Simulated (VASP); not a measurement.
Li3PCl3: single point with PBE

Li3PCl3:

```
CELL_PARAMETERS angstrom
5.24527 0.00000 0.00000
0.00000 5.24527 0.00000
0.00000 0.00000 5.24527
ATOMIC_POSITIONS crystal
P 0.00198 0.00017 0.99888
Li 0.49601 0.99707 0.98792
Li 0.99074 0.49651 0.99340
Li 0.99783 0.00691 0.51188
Cl 0.99722 0.50430 0.50539
Cl 0.50562 0.99691 0.49572
Cl 0.49874 0.49910 0.00100
```

The cell was built by a generator and needn't be a form met in nature.

| Property | Result |
| --- | --- |
| Program | VASP 6.6.1 |
| Task | single point |
| Functional | PBE |
| Potentials or basis | VASP PAW PBE potentials, release 64 (P, Li_sv, Cl) |
| Cutoff | 520 eV |
| k mesh | 3 × 3 × 3 |
| Occupations | fermi-dirac, width 0.1 eV |
| Spin | no spin polarisation |

- Largest force: 0.221 eV/Å
- Band gap on the k mesh: none (metal or under the smearing width)

Forces in eV/Å, atoms in the order of the input:
```
P   -0.067 -0.053  0.186
Li   0.094 -0.003  0.008
Li   0.001  0.065  0.018
Li   0.005  0.001 -0.221
Cl   0.029 -0.026 -0.013
Cl  -0.042  0.029  0.026
Cl  -0.019 -0.014 -0.004
```

Levels at points of the mesh, in eV from the Fermi level:
```
           k point  band 14  band 15  band 16  band 17  band 18  band 19  band 20  band 21
(0.00, 0.00, 0.00)    -0.62    -0.62    -0.62     0.29     0.30     0.30     6.18     6.35
```

Wall time 45 s on 1 thread of Intel(R) Xeon(R) 6975P-C (Granite Rapids) (shared host), peak memory 0.25 GiB.

Caveat: the k mesh is coarse (spacing up to 0.40 Å⁻¹), so the values aren't converged; an odd number of electrons without spin polarisation forces a metal; a magnetic or distorted state may lie lower.
